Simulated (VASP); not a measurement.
# WC (Qusongite): C into a neighbouring C vacancy, part 3 of 4

How hard is this move in WC (Qusongite): C into a neighbouring C vacancy? Both ends are relaxed first, then a band of images between them. The start is a cell from a database of measured crystal structures.

VASP 6.6.1; PBEsol; plane waves and PAW (W, C).

So far. Step 2 (Relax the host): The run ended after 3 ionic steps, 0.002 eV below its first step, once forces and stress met EDIFFG = -0.02. Step 3 (Relax the start): The run ended after 8 ionic steps, 0.327 eV below its first step, once the forces on the free atoms met EDIFFG = -0.05.

## 4. Relax the end

The end state is relaxed in the same way, so that both ends share their errors.

Contents of INCAR:

```
SYSTEM = W12C11
PREC = Normal
ENCUT = 400
EDIFF = 1E-05
NELM = 120
ISMEAR = 1
SIGMA = 0.15
LREAL = Auto
ALGO = Fast
GGA = PS
NBANDS = 81
LASPH = .TRUE.
LORBIT = 11
LWAVE = .FALSE.
LCHARG = .FALSE.
KPAR = 3
IBRION = 2
NSW = 60
ISIF = 2
EDIFFG = -0.05
POTIM = 0.4
MAXMIX = 40
ISYM = 0
```

Contents of POSCAR:

```
W12C11
1.0
    5.7973615814      0.0000000000      0.0000000000
   -2.8986807906      5.0206624044      0.0000000000
    0.0000000000      0.0000000000      8.4819026031
W C
12 11
Direct
    0.0033168136      0.0048784279     -0.0007015569
   -0.0012988888      0.0029965919      0.3339309504
    0.0024030679     -0.0013751799      0.6631725962
   -0.0012675068      0.4982240266      0.0018281837
   -0.0025802717      0.4935034499      0.3305151847
    0.0044028703      0.5027078698      0.6651569975
    0.5008838614      0.0017749592      0.0011044794
    0.5035337601      0.0010217203      0.3331097317
    0.5012098101      0.0042055917      0.6613592389
    0.4995873892      0.5001314572     -0.0033609180
    0.4998509541      0.4974055973      0.3353669449
    0.5008995255      0.5026655974      0.6695406530
    0.3329101469      0.1631781981      0.1630959616
    0.3391605688      0.1662233299      0.8317097236
    0.3334497509      0.6659041724      0.1686759854
    0.3334777664      0.6667214387      0.4983150485
    0.3328940469      0.6625482192      0.8349034750
    0.8355538593      0.1605930217      0.1608513931
    0.8405362935      0.1768163146      0.4976398577
    0.8301917166      0.1690128468      0.8313509441
    0.8308942542      0.6652799275      0.1679211072
    0.8324885814      0.6677736236      0.4995837414
    0.8297823288      0.6653926266      0.8310923275
```

Contents of KPOINTS:

```
Automatic mesh
0
Gamma
4 4 2
0 0 0
```

PAW data sets: W and C (PBE family, release 64).

Launch:

```
mpirun -np 3 vasp_std
```

What it wrote:

```text
[... set-up lines as in an earlier step ...]
 entering main loop
       N       E                     dE             d eps       ncg     rms          rms(c)
DAV:   1     0.359030018965E+03    0.35903E+03   -0.46160E+04  3280   0.107E+03
DAV:   2    -0.255141389273E+03   -0.61417E+03   -0.58037E+03  3952   0.304E+02
DAV:   3    -0.306628032012E+03   -0.51487E+02   -0.50395E+02  4352   0.740E+01
DAV:   4    -0.308278294068E+03   -0.16503E+01   -0.16394E+01  4192   0.146E+01
DAV:   5    -0.308335867516E+03   -0.57573E-01   -0.57470E-01  4296   0.244E+00    0.116E+02
RMM:   6    -0.274070125975E+03    0.34266E+02   -0.13876E+02  3429   0.285E+01    0.320E+01
RMM:   7    -0.275581374875E+03   -0.15112E+01   -0.33532E+01  3781   0.162E+01    0.254E+01
RMM:   8    -0.275140535042E+03    0.44084E+00   -0.29559E+00  3543   0.514E+00    0.185E+01
RMM:   9    -0.275388768504E+03   -0.24823E+00   -0.74401E+00  3515   0.670E+00    0.443E+00
RMM:  10    -0.274722525901E+03    0.66624E+00   -0.17277E+00  3242   0.424E+00    0.937E-01
RMM:  11    -0.274773988786E+03   -0.51463E-01   -0.61155E-01  3513   0.189E+00    0.234E+00
RMM:  12    -0.274788651370E+03   -0.14663E-01   -0.11368E-01  3907   0.913E-01    0.213E+00
RMM:  13    -0.274815720915E+03   -0.27070E-01   -0.47296E-02  3622   0.482E-01    0.186E+00
RMM:  14    -0.274805087602E+03    0.10633E-01   -0.42075E-03  3300   0.240E-01    0.213E+00
RMM:  15    -0.274853678083E+03   -0.48590E-01   -0.42523E-02  3794   0.500E-01    0.233E+00
RMM:  16    -0.274861246860E+03   -0.75688E-02   -0.91853E-03  3743   0.254E-01    0.544E+00
RMM:  17    -0.274831343898E+03    0.29903E-01   -0.76531E-03  3434   0.223E-01    0.479E+00
RMM:  18    -0.274786272766E+03    0.45071E-01   -0.68618E-02  4594   0.555E-01    0.339E+00
RMM:  19    -0.274767898705E+03    0.18374E-01   -0.37810E-02  4403   0.443E-01    0.196E+00
RMM:  20    -0.274764952337E+03    0.29464E-02   -0.55669E-03  4146   0.174E-01    0.137E+00
RMM:  21    -0.274763326220E+03    0.16261E-02   -0.20559E-03  3672   0.109E-01    0.872E-01
RMM:  22    -0.274762532582E+03    0.79364E-03   -0.26646E-03  3694   0.117E-01    0.407E-01
RMM:  23    -0.274762465018E+03    0.67564E-04   -0.61150E-04  3755   0.617E-02    0.192E-01
RMM:  24    -0.274762428217E+03    0.36801E-04   -0.19747E-04  3470   0.372E-02    0.489E-02
RMM:  25    -0.274762428284E+03   -0.67163E-07   -0.89328E-05  2857   0.231E-02
   1 F= -.27476243E+03 E0= -.27475693E+03  d E =-.274762E+03
 curvature:   0.00 expect dE= 0.000E+00 dE for cont linesearch  0.000E+00
 trial: gam= 0.00000 g(F)=  0.103E+01 g(S)=  0.000E+00 ort = 0.000E+00 (trialstep = 0.100E+01)
 search vector abs. value=  0.103E+01
 bond charge predicted
       N       E                     dE             d eps       ncg     rms          rms(c)
DAV:   1    -0.275016552455E+03   -0.25412E+00   -0.10037E+02  3242   0.298E+01    0.249E+00
RMM:   2    -0.275109979320E+03   -0.93427E-01   -0.15367E+00  3254   0.465E+00    0.961E+00
RMM:   3    -0.275105236185E+03    0.47431E-02   -0.27530E-01  3584   0.176E+00    0.231E+00
RMM:   4    -0.275138949480E+03   -0.33713E-01   -0.47662E-01  3450   0.173E+00    0.659E+00
RMM:   5    -0.275084084796E+03    0.54865E-01   -0.10213E-01  3252   0.125E+00    0.281E+00
RMM:   6    -0.275083694814E+03    0.38998E-03   -0.64429E-02  3258   0.557E-01    0.165E+00
RMM:   7    -0.275086410608E+03   -0.27158E-02   -0.20147E-02  3560   0.354E-01    0.574E-01
RMM:   8    -0.275083920554E+03    0.24901E-02   -0.58617E-03  3359   0.239E-01    0.762E-01
RMM:   9    -0.275084077886E+03   -0.15733E-03   -0.96574E-04  3512   0.108E-01    0.487E-01
RMM:  10    -0.275084122999E+03   -0.45113E-04   -0.19907E-04  3348   0.390E-02    0.246E-01
RMM:  11    -0.275084003198E+03    0.11980E-03   -0.30690E-04  3542   0.415E-02    0.105E-01
RMM:  12    -0.275083989104E+03    0.14094E-04   -0.23219E-04  3576   0.353E-02    0.488E-02
RMM:  13    -0.275083990954E+03   -0.18500E-05   -0.20748E-05  2218   0.153E-02
   2 F= -.27508399E+03 E0= -.27508480E+03  d E =-.321563E+00
[...]
3 F= -.27514169E+03 E0= -.27514212E+03  d E =-.379257E+00
[...]
4 F= -.27517735E+03 E0= -.27517827E+03  d E =-.356641E-01
[...]
5 F= -.27517772E+03 E0= -.27517870E+03  d E =-.360366E-01
[...]
6 F= -.27518318E+03 E0= -.27518390E+03  d E =-.545842E-02
[...]
7 F= -.27518317E+03 E0= -.27518389E+03  d E =-.544810E-02
 curvature:  -0.55 expect dE=-0.106E-02 dE for cont linesearch -0.158E-06
 trial: gam= 0.17205 g(F)=  0.192E-02 g(S)=  0.000E+00 ort = 0.599E-04 (trialstep = 0.968E+00)
 search vector abs. value=  0.231E-02
 bond charge predicted
       N       E                     dE             d eps       ncg     rms          rms(c)
DAV:   1    -0.275184337498E+03   -0.11632E-02   -0.19658E-01  3439   0.138E+00    0.848E-02
RMM:   2    -0.275184397003E+03   -0.59505E-04   -0.19043E-03  3240   0.176E-01    0.115E-01
RMM:   3    -0.275184465043E+03   -0.68040E-04   -0.63824E-04  3669   0.711E-02    0.118E-01
RMM:   4    -0.275184387617E+03    0.77426E-04   -0.20517E-04  3312   0.433E-02    0.797E-02
RMM:   5    -0.275184390700E+03   -0.30830E-05   -0.72243E-05  3071   0.229E-02
   8 F= -.27518439E+03 E0= -.27518524E+03  d E =-.122045E-02
 trial-energy change:   -0.001220  1 .order   -0.001199   -0.001866   -0.000531
 step:   1.3527(harm=  1.3527)  dis= 0.00301  next Energy=  -275.184474 (dE=-0.130E-02)
 reached required accuracy - stopping structural energy minimisation
```

Elapsed: 2.5 min, on 3 MPI ranks of AMD EPYC 9R45, shared host; peak memory 0.9 GiB.

From OUTCAR (step 4):

```text
 Found     20 irreducible k-points:

   NELECT =     116.0000    total number of electrons

 E-fermi :   8.1884

 k-point     1 :       0.0000    0.0000    0.0000
  band No.  band energies     occupation
    ...
     55       7.9151      2.02718
     56       7.9778      2.06324
     57       8.0136      2.06974
     58       8.0152      2.06928
     59       8.0207      2.06692
     60       9.4769     -0.00000
     61       9.6716     -0.00000
     62       9.6777     -0.00000
     63      10.2900     -0.00000
     64      10.3564     -0.00000
    ...

 k-point     2 :       0.2500   -0.0000    0.0000
  band No.  band energies     occupation
    ...
     55       7.3529      2.00000
     56       7.4072      2.00000
     57       7.4642      2.00000
     58       8.0953      1.85834
     59       8.1785      1.11159
     60       8.9087     -0.00000
     61       9.1922     -0.00000
     62       9.3454     -0.00000
     63       9.7605     -0.00000
     64       9.8829     -0.00000
    ...

  Total       -7.7503787     -7.8233728      1.3803781     -0.0194388      0.3604574     -0.0269983
  in kB      -50.2977800    -50.7714910      8.9582658     -0.1261524      2.3392670     -0.1752111
  external PRESSURE =     -30.7036684 kB  Pullay stress =       0.0000000 kB

 POSITION                                       TOTAL-FORCE (eV/Angst)
 -----------------------------------------------------------------------------------
      0.01200      0.00528      8.47327         0.007129      0.005648     -0.005782
      0.01064      0.00194      2.79141         0.008759      0.017700      0.000200
      0.01137      0.01013      5.67074         0.002376     -0.023932      0.004333
     -1.44639      2.51072      8.47363         0.001051      0.004752      0.002236
     -1.44559      2.51052      2.82316        -0.000317     -0.013189      0.009465
     -1.44668      2.51445      5.64209         0.011366     -0.005588     -0.008691
      2.89349      0.00505      8.47311        -0.005450      0.010085     -0.000412
      2.89696      0.00097      2.79155        -0.018730      0.033719     -0.000123
      2.89420      0.01009      5.67068        -0.012217     -0.024237      0.003462
      1.45239      2.50005      8.47462         0.001009     -0.004205     -0.025385
      1.45318      2.49670      2.79439        -0.002505      0.016727      0.001695
      1.45217      2.50790      5.67381         0.006321     -0.034141     -0.004243
      1.45408      0.83185      1.40974        -0.012266      0.033491      0.009135
      1.45237      0.84069      7.05357         0.003158     -0.004654      0.008329
      0.01463      3.34897      1.41023        -0.007540      0.030861      0.006102
      0.00955      3.35361      4.23252        -0.001420     -0.021733     -0.005537
      0.01254      3.35702      7.05400         0.006536     -0.009544      0.002354
      4.35199      0.82338      1.40946        -0.004967      0.005965      0.000690
      4.35203      0.83195      4.23106        -0.007831     -0.000649      0.005490
      4.35167      0.82795      7.05290        -0.010382     -0.002472      0.004129
      2.89048      3.34932      1.41056         0.015750      0.030207      0.005257
      2.89511      3.35369      4.23224         0.010980     -0.025288     -0.002931
      2.89084      3.35764      7.05474         0.009188     -0.019523     -0.009771
 -----------------------------------------------------------------------------------
    total drift:                                0.041103      0.002576      0.106267

  FREE ENERGIE OF THE ION-ELECTRON SYSTEM (eV)
  ---------------------------------------------------
  free  energy   TOTEN  =      -275.1843907000 eV

  energy  without entropy=     -275.1869421987  energy(sigma->0) =     -275.18524120

 total charge
# of ion       s       p       d       tot
------------------------------------------
    1        0.630   0.892   4.436   5.957
    2        0.628   0.831   4.361   5.820
    3        0.627   0.830   4.360   5.817
    4        0.626   0.878   4.390   5.894
    5        0.622   0.884   4.426   5.932
    6        0.621   0.884   4.426   5.931
    7        0.630   0.892   4.435   5.957
    8        0.628   0.831   4.362   5.821
    9        0.627   0.829   4.359   5.816
   10        0.630   0.892   4.436   5.958
   11        0.627   0.828   4.357   5.812
   12        0.628   0.831   4.362   5.821
   13        0.854   1.581   0.000   2.435
   14        0.854   1.580   0.000   2.435
   15        0.854   1.563   0.000   2.417
   16        0.851   1.552   0.000   2.403
   17        0.854   1.563   0.000   2.417
   18        0.854   1.563   0.000   2.418
   19        0.851   1.552   0.000   2.403
   20        0.854   1.563   0.000   2.417
   21        0.854   1.563   0.000   2.417
   22        0.851   1.552   0.000   2.403
   23        0.854   1.563   0.000   2.417
--------------------------------------------------
tot         16.911  27.496  52.710  97.118

[... 6 parts as in an earlier step ...]

[... 6 further parts left out ...]
```

The steps of the relaxation:

| step | energy less that of the first step (eV) | largest force (eV/Å) |
| --- | --- | --- |
| 1 | 0.0000 | 1.8359 |
| 2 | -0.3216 | 0.9595 |
| 3 | -0.3793 | 0.5460 |
| 4 | -0.4149 | 0.1831 |
| 5 | -0.4153 | 0.1896 |
| 6 | -0.4208 | 0.0900 |
| 7 | -0.4207 | 0.0907 |
| 8 | -0.4220 | 0.0386 |

The atoms that moved most (Å):

| atom | dx | dy | dz | length |
| --- | --- | --- | --- | --- |
| W9 | 0.001 | -0.011 | 0.061 | 0.062 |
| C19 | -0.008 | -0.056 | 0.010 | 0.057 |
| C18 | -0.027 | 0.017 | 0.045 | 0.055 |
| W2 | 0.027 | -0.013 | -0.041 | 0.051 |
| W11 | -0.003 | -0.001 | -0.050 | 0.050 |
| W3 | -0.007 | 0.017 | 0.046 | 0.049 |
| C17 | 0.003 | 0.031 | -0.028 | 0.041 |
| W8 | -0.019 | -0.004 | -0.034 | 0.039 |

Final coordinates:

```cif
data_structure
_symmetry_space_group_name_H-M 'P 1'
_symmetry_Int_Tables_number 1
_cell_length_a 5.7974
_cell_length_b 5.7974
_cell_length_c 8.4819
_cell_angle_alpha 90.000
_cell_angle_beta 90.000
_cell_angle_gamma 120.000
_cell_volume 246.88
loop_
_atom_site_label
_atom_site_type_symbol
_atom_site_fract_x
_atom_site_fract_y
_atom_site_fract_z
_atom_site_occupancy
W1 W 0.00260 0.00105 0.99898 1
W2 W 0.00203 0.00039 0.32910 1
W3 W 0.00297 0.00202 0.66857 1
W4 W 0.00055 0.50008 0.99902 1
W5 W 0.00067 0.50004 0.33285 1
W6 W 0.00087 0.50082 0.66519 1
W7 W 0.49961 0.00101 0.99896 1
W8 W 0.49980 0.00019 0.32912 1
W9 W 0.50023 0.00201 0.66856 1
W10 W 0.49950 0.49795 0.99914 1
W11 W 0.49931 0.49729 0.32945 1
W12 W 0.50025 0.49952 0.66893 1
C13 C 0.33366 0.16569 0.16621 1
C14 C 0.33425 0.16745 0.83160 1
C15 C 0.33604 0.66704 0.16626 1
C16 C 0.33563 0.66796 0.49901 1
C17 C 0.33648 0.66864 0.83165 1
C18 C 0.83268 0.16400 0.16617 1
C19 C 0.83354 0.16571 0.49883 1
C20 C 0.83308 0.16491 0.83152 1
C21 C 0.83214 0.66711 0.16630 1
C22 C 0.83337 0.66798 0.49897 1
C23 C 0.83303 0.66876 0.83174 1
```

Numbers from this step:

| Item | Value |
| --- | --- |
| electronic cycles | 73 |
| free energy (TOTEN) | -275.1844 eV |
| energy at zero smearing | -275.1852 eV |
| Fermi energy | 8.188 eV |

The run ended after 8 ionic steps, 0.422 eV below its first step, once the forces on the free atoms met EDIFFG = -0.05.

(Continued in part 4 of 4.)

[Lines on the potential files, build, host, timing and source positions are cut from VASP's logs without a mark.]

[Logs are printed without paths, hosts, clocks, repeated set-up lines and the standing remarks that a program may print on its own settings, such as how far it seeks lower states.]

[Hosts, paths, dates, database ids (printed as entryN), source tags and the programs' standing remarks are cut or masked in the printed files.]

[Runs that stopped without an error message from VASP are left out.]
